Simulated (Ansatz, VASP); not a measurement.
# Cross-check of NaSrLiS2 between VASP and Ansatz, part 2 of 2

One calculation is typed for both programs; each brings its own data sets and cutoff. How far apart do they land? The cell is invented: As first built, before any earlier steps moved the atoms (in the runner's words): it takes the NaLiCdS2 structure with some of its atoms replaced by other elements, volume scaled by an estimate. It may not be a known or stable phase. The cell is taken from a series of VASP runs on this material, whose earlier steps may have relaxed, scaled or displaced it; both programs get it as it stands.

VASP 6.6.1 and Ansatz 0.2.0.

So far. Step 2 (VASP: single point, PBE): The run ends at a pressure of 0.01 GPa, with forces up to 0.0083 eV/Å. Step 3 (Ansatz: single point, PBE): The run ends at a pressure of -0.05 GPa, with forces up to 0.026 eV/Å.

## Step 5: VASP: band structure, PBE

Level of this step: PBE; plane waves and PAW (Sr_sv, S, Na_pv, Li_sv); invented cell (VASP).

The same path points are solved in both programs, so levels can be compared one by one.

File INCAR:

```
SYSTEM = NaSrLiS2
PREC = Accurate
ENCUT = 650
EDIFF = 1E-06
NELM = 100
ISMEAR = 0
SIGMA = 0.05
LREAL = .FALSE.
ALGO = Normal
GGA = PE
NBANDS = 31
LORBIT = 11
LWAVE = .FALSE.
LCHARG = .FALSE.
KPAR = 2
```

File POSCAR:

```
NaSrLiS2
1.0
    4.3660983257      0.0000000000      0.0000000000
   -2.1830491678      3.7811520644      0.0000000000
    0.0000000000      0.0000000000      7.4936637596
Sr S Na Li
1 2 1 1
Direct
    0.6666666670      0.3333333330      0.3571367486
    0.3333333330      0.6666666670      0.1821602464
    0.6666666670      0.3333333330      0.7400622896
    0.0000000000      0.0000000000      0.9665531349
    0.3333333330      0.6666666670      0.7515155805
```

File KPOINTS:

```
Automatic mesh
0
Gamma
6 6 3
0 0 0
```

File KPOINTS_OPT:

```
Line mode
16
Line-mode
Reciprocal
  0.00000000   0.00000000   0.00000000 GAMMA
  0.50000000   0.00000000   0.00000000 M

  0.50000000   0.00000000   0.00000000 M
  0.33333333   0.33333333   0.00000000 K

  0.33333333   0.33333333   0.00000000 K
  0.00000000   0.00000000   0.00000000 GAMMA

  0.00000000   0.00000000   0.00000000 GAMMA
  0.00000000   0.00000000   0.50000000 A

  0.00000000   0.00000000   0.50000000 A
  0.50000000   0.00000000   0.50000000 L

  0.50000000   0.00000000   0.50000000 L
  0.33333333   0.33333333   0.50000000 H

  0.33333333   0.33333333   0.50000000 H
  0.00000000   0.00000000   0.50000000 A

  0.50000000   0.00000000   0.50000000 L
  0.50000000   0.00000000   0.00000000 M

  0.33333333   0.33333333   0.00000000 K
  0.33333333   0.33333333   0.50000000 H
```

The projector-augmented-wave data sets are Sr_sv, S, Na_pv and Li_sv (PBE family, release 64).

On the command line:

```bash
$ mpirun -np 2 vasp_std
```

Numbers of over 12 decimals in the logs are rounded to 6 here.

Output:

```text
[banner, memory and clock lines left out]
running    2 mpi-ranks, on    1 nodes
[...]
LDA part: xc-table for (Slater+PW92), standard interpolation
 POSCAR, INCAR and KPOINTS ok, starting setup
[...]
entering main loop
       N       E                     dE             d eps       ncg     rms          rms(c)
DAV:   1     0.254775101964E+03    0.25478E+03   -0.14319E+04  1054   0.117E+03
DAV:   2     0.650273465649E+01   -0.24827E+03   -0.22595E+03  1085   0.291E+02
DAV:   3    -0.199437093249E+02   -0.26446E+02   -0.26074E+02  1643   0.832E+01
DAV:   4    -0.215185276187E+02   -0.15748E+01   -0.15499E+01  1717   0.171E+01
[...]
DAV:  14    -0.202319373146E+02   -0.25679E-05   -0.52980E-06  1285   0.809E-03    0.600E-03
DAV:  15    -0.202319392404E+02   -0.19259E-05   -0.15745E-06  1142   0.484E-03    0.284E-03
DAV:  16    -0.202319396731E+02   -0.43265E-06   -0.35196E-07   996   0.279E-03
   1 F= -.20231940E+02 E0= -.20231940E+02  d E =-.343660E-27
 Start KPOINTS_OPT (optional k-point list driver)
k-point batch [1-17\144]
       N       E                     dE             ncg
DAV:   1    -0.238590809852E+04   -0.11081E+05     1054
DAV:   2    -0.648768026182E+04   -0.41018E+04     1084
DAV:   3    -0.692980063753E+04   -0.44212E+03     1612
DAV:   4    -0.695877287653E+04   -0.28972E+02     1737
DAV:   5    -0.696022470419E+04   -0.14518E+01     1395
DAV:   6    -0.696024849387E+04   -0.23790E-01     1536
DAV:   7    -0.696024976777E+04   -0.12739E-02     1397
DAV:   8    -0.696024978749E+04   -0.19722E-04     1497
DAV:   9    -0.696024978815E+04   -0.65206E-06      927
[...]
k-point batch [137-144\144]
       N       E                     dE             ncg
DAV:   1     0.855877799283E+04   -0.10088E+05      496
DAV:   2     0.668171280287E+04   -0.18771E+04      512
DAV:   3     0.648069980839E+04   -0.20101E+03      757
DAV:   4     0.646644418349E+04   -0.14256E+02      824
DAV:   5     0.646579702418E+04   -0.64716E+00      698
DAV:   6     0.646579114277E+04   -0.58814E-02      736
DAV:   7     0.646579096211E+04   -0.18066E-03      714
DAV:   8     0.646579095960E+04   -0.25052E-05      704
DAV:   9     0.646579095953E+04   -0.76448E-07      515
```

From OUTCAR (step 5):

```text
  Total        0.0079309      0.0079309      0.0017516     -0.0000000      0.0000000      0.0000000
  in kB        0.1027126      0.1027126      0.0226849     -0.0000000      0.0000000      0.0000000
  external PRESSURE =       0.0760367 kB  Pullay stress =       0.0000000 kB

 POSITION                                       TOTAL-FORCE (eV/Angst)
 -----------------------------------------------------------------------------------
      2.18305      1.26038      2.67626        -0.000000      0.000000     -0.002859
     -0.00000      2.52077      1.36505         0.000000     -0.000000      0.002207
      2.18305      1.26038      5.54578         0.000000      0.000000     -0.008371
      0.00000      0.00000      7.24302        -0.000000      0.000000      0.003562
     -0.00000      2.52077      5.63161        -0.000000     -0.000000      0.005461
 -----------------------------------------------------------------------------------
    total drift:                               -0.000001      0.000001     -0.001184

  FREE ENERGIE OF THE ION-ELECTRON SYSTEM (eV)
  ---------------------------------------------------
  free  energy   TOTEN  =       -20.2319396731 eV

  energy  without entropy=      -20.2319396731  energy(sigma->0) =      -20.23193967

[... 1 part as in an earlier step ...]

[... 2 further parts left out ...]
[key lines of the parts left out:]
E-fermi :   1.1251
```

The run ends at a pressure of 0.01 GPa, with forces up to 0.0084 eV/Å.

## Step 6: Ansatz: band structure, PBE

The same cell, functional, mesh and smearing now go to Ansatz, which takes its cutoff from its data sets.

The cell is taken from a series of VASP runs on this material, whose earlier steps may have relaxed, scaled or displaced it; both programs get it as it stands.

File input.yaml:

```yaml
crystal:
  lattice:
    - [4.3660983257, 0.0, 0.0]
    - [-2.1830491678, 3.7811520644, 0.0]
    - [0.0, 0.0, 7.4936637596]
  atoms:
    - { symbol: Sr, position: [0.666666667, 0.333333333, 0.3571367486] }
    - { symbol: S, position: [0.333333333, 0.666666667, 0.1821602464] }
    - { symbol: S, position: [0.666666667, 0.333333333, 0.7400622896] }
    - { symbol: Na, position: [0.0, 0.0, 0.9665531349] }
    - { symbol: Li, position: [0.333333333, 0.666666667, 0.7515155805] }
hamiltonian:
  xc: pbe
  pseudopotentials: { kind: paw }
kpoints:
  mp_grid: { grid: [6, 6, 3] }
  band_path:
    path:
      - [0.0, 0.0, 0.0]
      - [0.13333, 0.0, 0.0]
      - [0.3, 0.0, 0.0]
      - [0.46667, 0.0, 0.0]
      - [0.46667, 0.06667, 0.0]
      - [0.41111, 0.17778, 0.0]
      - [0.35556, 0.28889, 0.0]
      - [0.28889, 0.28889, 0.0]
      - [0.17778, 0.17778, 0.0]
      - [0.06667, 0.06667, 0.0]
      - [0.0, 0.0, 0.03333]
      - [0.0, 0.0, 0.2]
      - [0.0, 0.0, 0.36667]
      - [0.0, 0.0, 0.5]
      - [0.16667, 0.0, 0.5]
      - [0.3, 0.0, 0.5]
      - [0.46667, 0.0, 0.5]
      - [0.46667, 0.06667, 0.5]
      - [0.41111, 0.17778, 0.5]
      - [0.35556, 0.28889, 0.5]
      - [0.28889, 0.28889, 0.5]
      - [0.17778, 0.17778, 0.5]
      - [0.06667, 0.06667, 0.5]
      - [0.5, 0.0, 0.46667]
      - [0.5, 0.0, 0.3]
      - [0.5, 0.0, 0.13333]
      - [0.33333, 0.33333, 0.0]
      - [0.33333, 0.33333, 0.16667]
      - [0.33333, 0.33333, 0.33333]
      - [0.33333, 0.33333, 0.5]
    npoints: 1
scf:
  occupations: { method: gaussian, width: 0.05 }
  n_extra_bands: 8
output:
  forces: true
  stress: true
  eigenvalues: true
```

On the command line:

```bash
$ ansatz run input.yaml --threads 2 --pin off --max-ram 4608MiB --backend cpu --events-out ev --progress --plain --runs-dir out
```

Output:

```text
[...]
Crystal: 5 atoms, lattice volume = 123.712 Å³
Basis set: ecut = 420 eV, 2431 PW (Γ), exchange–correlation on 60×60×108 points (8 copies of the dense FFT grid, shifted against one another)
Bands: 25, of which v1, the nominal top of the filled ones, is band 17 counted from 1 (16 counted from 0)
Symmetry: 6 space group operations
[...]
k-point 0: bands = [... 13 lower, 2.5312, 2.9462, 3.1562, 3.1562, 5.8500, 8.1981, 8.4796, 8.4796, ... 4 higher]
  k-point 1: bands = [... 13 lower, 2.5117, 2.5297, 3.1777, 3.1777, 6.5255, 8.0684, 8.5468, 8.5468, ... 4 higher]
  k-point 2: bands = [... 13 lower, 2.5357, 2.6599, 2.9860, 3.0245, 6.5247, 7.7787, 8.3570, 8.5548, ... 4 higher]
  k-point 16: bands = [... 13 lower, 1.8554, 2.1106, 2.7630, 3.0926, 6.9801, 7.1890, 8.9216, 9.1019, ... 4 higher]
[key lines of the parts left out:]
SCF converged after 6 iterations
Free energy (F): -7046.625629 eV
Fermi energy:    4.514493 eV
P = ⅓ Tr σ = -0.0537 GPa (-0.537 kbar)
```

Run time: 9.8 s. Hardware: 2 threads of Arm Neoverse N1, shared host; peak memory 0.35 GiB.

## Step 7: Differences

Both answers:

| quantity | Ansatz | VASP | difference |
| --- | --- | --- | --- |
| pressure (GPa) | -0.05 | 0.01 | -0.06 |
| gap over the path points (eV) | 2.665 | 2.673 | -0.008 |

Levels at points of the path, from each program's valence-band top (eV; 4 filled, then empty):

| k (reciprocal lattice) | Ansatz | VASP |
| --- | --- | --- |
| 0.000 0.000 0.000 | -0.65 -0.24 -0.03 -0.03 2.67 5.01 5.29 | -0.65 -0.24 -0.03 -0.03 2.67 5.02 5.29 |
| 0.133 0.000 0.000 | -0.65 -0.39 -0.20 -0.12 3.14 4.75 5.18 | -0.65 -0.39 -0.20 -0.12 3.15 4.75 5.18 |
| 0.300 0.000 0.000 | -1.07 -0.65 -0.35 -0.20 3.79 4.26 5.15 | -1.07 -0.65 -0.35 -0.21 3.79 4.26 5.15 |
| 0.467 0.000 0.000 | -0.94 -0.67 -0.49 -0.28 3.71 4.24 5.27 | -0.94 -0.67 -0.49 -0.28 3.70 4.24 5.28 |
| 0.467 0.067 0.000 | -0.92 -0.70 -0.53 -0.29 3.71 4.27 5.35 | -0.92 -0.70 -0.54 -0.29 3.71 4.27 5.36 |
| 0.411 0.178 0.000 | -0.96 -0.85 -0.69 -0.31 3.75 4.42 5.55 | -0.96 -0.86 -0.69 -0.31 3.74 4.42 5.55 |
| 0.356 0.289 0.000 | -1.13 -1.04 -0.69 -0.34 3.77 4.54 5.43 | -1.13 -1.04 -0.69 -0.34 3.76 4.54 5.43 |
| 0.289 0.289 0.000 | -1.07 -1.00 -0.72 -0.32 3.77 4.52 5.45 | -1.07 -0.99 -0.72 -0.32 3.76 4.51 5.45 |
| 0.178 0.178 0.000 | -1.03 -0.72 -0.48 -0.20 3.88 4.32 5.23 | -1.03 -0.72 -0.48 -0.20 3.88 4.32 5.23 |
| 0.067 0.067 0.000 | -0.65 -0.32 -0.20 -0.10 3.04 4.85 5.16 | -0.65 -0.32 -0.20 -0.10 3.05 4.85 5.16 |

At this near-relaxed geometry the largest component of a force difference is 22 meV/Å. Among the levels compared at these points, filled levels agree within 3 meV and empty ones within 13 meV.

## Step 8: Ansatz: dielectric response, PBE

The response to a field tests empty states and converges slowly with the mesh.

The cell is taken from a series of VASP runs on this material, whose earlier steps may have relaxed, scaled or displaced it; both programs get it as it stands.

input.yaml, the sections that differ from step 6:

```yaml
kpoints:
  mp_grid: { grid: [7, 7, 4] }
scf:
  occupations: { method: fixed }
dielectric:
  method: response
# crystal, hamiltonian: as in step 6
# output: removed
```

Output:

```text
[...]
Crystal: 5 atoms, lattice volume = 123.712 Å³
Basis set: ecut = 420 eV, 2431 PW (Γ), exchange–correlation on 60×60×108 points (8 copies of the dense FFT grid, shifted against one another)
Bands: 22, of which v1, the nominal top of the filled ones, is band 17 counted from 1 (16 counted from 0)
Symmetry: 6 space group operations
k-points: 60 of 196 (irreducible under 2 space group operations, time reversal used)
[...]
site 2:
[...]
site 3:
[...]
-0.00000   -0.00000    1.15879
    site 4:
         1.06114   -0.00000   -0.00000
        -0.00000    1.06114   -0.00000
        -0.00000   -0.00000    0.86129
  Z* charge neutrality: 1.603e-3 e pre-enforcement
  solved inside a basis spanned on kpoints, on 8×8×4 k-points, its susceptibility summed on 12×12×6: ε∞ is read to err by 1.0e-2, Z* by 1.1e-2 e (field_mesh: kpoints solves on kpoints); Z* is corrected for what the basis lacks
[key lines of the parts left out:]
SCF converged after 9 iterations
Free energy (F): -7046.625713 eV
Fermi energy:    3.184613 eV
```

It took 2.9 min on 2 threads; peak memory 0.96 GiB; 5.7 min of CPU time.

## Step 9: VASP: dielectric response, PBE

The same cell, functional and mesh now go to VASP, with its own data sets and cutoff.

File INCAR:

```
SYSTEM = NaSrLiS2
PREC = Accurate
ENCUT = 650
EDIFF = 1E-08
NELM = 100
ISMEAR = 0
SIGMA = 0.01
LREAL = .FALSE.
ALGO = Normal
GGA = PE
NBANDS = 22
LORBIT = 11
LWAVE = .FALSE.
LCHARG = .FALSE.
KPAR = 2
LEPSILON = .TRUE.
```

POSCAR is that of step 5.

File KPOINTS:

```
Automatic mesh
0
Gamma
7 7 4
0 0 0
```

On the command line:

```bash
$ mpirun -np 2 vasp_std
```

Output:

```text
[... set-up lines as in an earlier step ...]
 entering main loop
       N       E                     dE             d eps       ncg     rms          rms(c)
DAV:   1     0.262612413004E+03    0.26261E+03   -0.15176E+04  1232   0.165E+03
DAV:   2     0.103736532416E+02   -0.25224E+03   -0.23712E+03  1286   0.373E+02
DAV:   3    -0.195816001317E+02   -0.29955E+02   -0.29534E+02  2056   0.108E+02
DAV:   4    -0.214308158230E+02   -0.18492E+01   -0.18372E+01  1932   0.237E+01
[...]
DAV:  16    -0.202320346976E+02   -0.13042E-06   -0.27148E-07  1524   0.254E-03    0.110E-03
DAV:  17    -0.202320348591E+02   -0.16151E-06   -0.13166E-07  1430   0.170E-03    0.394E-04
DAV:  18    -0.202320348578E+02    0.13451E-08   -0.73258E-09  1140   0.508E-04
   1 F= -.20232035E+02 E0= -.20232035E+02  d E =-.763341E-23
 Linear response reoptimize wavefunctions to high precision
DAV:   1    -0.202320348482E+02    0.95720E-08   -0.37443E-09  1300   0.326E-04
DAV:   2    -0.202320348482E+02    0.40927E-11   -0.30717E-10  1066   0.118E-04
 Linear response G [H, r] |phi>, progress :
  Direction:   1
[...]
RMM:  44    -0.112939782304E+01    0.18460E-05    0.22913E-04  4650   0.976E-04    0.220E-04
RMM:  45    -0.112939925081E+01   -0.14278E-05    0.19791E-04  4430   0.947E-04    0.226E-04
 change of polarisation eV/A/(eV/A) component  2 :    -0.156     1.980     0.000
 dielectric tensor                  component  2 :    -0.228     3.897     0.000
 Linear response to external field, progress :
  Direction:   3
       N       E                     dE             d eps       ncg     rms          rms(c)
RMM:   1    -0.108453946104E+01   -0.10845E+01   -0.37942E+00  2654   0.566E+00
RMM:   2    -0.120931300443E+01   -0.12477E+00   -0.15692E-01  3012   0.169E+00    0.300E+00
RMM:   3    -0.108631602662E+01    0.12300E+00   -0.28942E-01  2574   0.196E+00    0.153E+00
RMM:   4    -0.113444113912E+01   -0.48125E-01   -0.18655E-01  2703   0.162E+00    0.540E-01
[...]
RMM:  27    -0.120915632587E+01   -0.12141E-05   -0.80084E-05  2964   0.341E-03    0.285E-03
RMM:  28    -0.120915883983E+01   -0.25140E-05   -0.81138E-06  2958   0.285E-03    0.306E-03
RMM:  29    -0.120916058289E+01   -0.17431E-05   -0.50000E-05  2970   0.238E-03    0.304E-03
 change of polarisation eV/A/(eV/A) component  3 :     0.038    -0.089     2.118
 dielectric tensor                  component  3 :     0.055    -0.130     4.097
 Born effective charges drift removed
```

Parts of OUTCAR (step 9):

```text
  Total        0.0082516      0.0082516      0.0023137     -0.0000000      0.0000000      0.0000000
  in kB        0.1068648      0.1068648      0.0299641     -0.0000000      0.0000000      0.0000000
  external PRESSURE =       0.0812312 kB  Pullay stress =       0.0000000 kB

 POSITION                                       TOTAL-FORCE (eV/Angst)
 -----------------------------------------------------------------------------------
      2.18305      1.26038      2.67626         0.000000     -0.000000     -0.002879
     -0.00000      2.52077      1.36505        -0.000000      0.000000      0.002135
      2.18305      1.26038      5.54578         0.000000     -0.000000     -0.008348
      0.00000      0.00000      7.24302        -0.000000      0.000000      0.003663
     -0.00000      2.52077      5.63161         0.000000      0.000000      0.005429
 -----------------------------------------------------------------------------------
    total drift:                               -0.000001      0.000001     -0.001062

 MACROSCOPIC STATIC DIELECTRIC TENSOR (including local field effects in DFT)
 ------------------------------------------------------
           3.897641    -0.000000    -0.000000
          -0.000000     3.897641    -0.000000
           0.000000    -0.000000     4.097420
 ------------------------------------------------------

[... 1 part as in an earlier step ...]

[... 1 further part left out ...]
```

## Step 10: Side by side

What differs besides the data sets and the points named for the pairs above, as far as they apply: VASP's response is taken on the typed mesh, Ansatz refines its own for the field response alone. Total energies have different zeros and are not compared.

The two programs side by side:

| quantity | Ansatz | VASP | difference |
| --- | --- | --- | --- |
| ε∞ xx | 3.89 | 3.90 | -0.19 % |
| ε∞ yy | 3.89 | 3.90 | -0.19 % |
| ε∞ zz | 4.09 | 4.10 | -0.11 % |
| Born charge of Sr1 (mean of the diagonal) (e) | 1.99 | 1.99 | 0.00 |
| Born charge of S2 (mean of the diagonal) (e) | -2.07 | -2.06 | -0.01 |
| Born charge of Na4 (mean of the diagonal) (e) | 1.16 | 1.15 | 0.00 |
| Born charge of Li5 (mean of the diagonal) (e) | 0.99 | 0.97 | +0.02 |

## Step 11: Summary of results

* difference in gap on the k mesh (single point, PBE): -0.0076 eV
* r.m.s. force difference (single point, PBE): 7.6 meV/Å
* difference in gap over the path points (band structure, PBE): -0.0077 eV
* r.m.s. force difference (band structure, PBE): 7.5 meV/Å
* difference in ε∞ xx (dielectric response, PBE): -0.19 %

**Reading.** The r.m.s. force difference is 7.6 meV/Å (single point, PBE), within the 12 meV/Å picked in this series as the mark of a large difference. How closely two codes agree says nothing of how well the functional describes the real material.

[Lines on the potential files, build, host, timing and source positions are cut from VASP's logs without a mark.]

[Logs are printed without paths, hosts, clocks, repeated set-up lines and the standing remarks that a program may print on its own settings, such as how far it seeks lower states.]

[Hosts, paths, dates, database ids (printed as entryN), source tags and the programs' standing remarks are cut or masked in the printed files.]
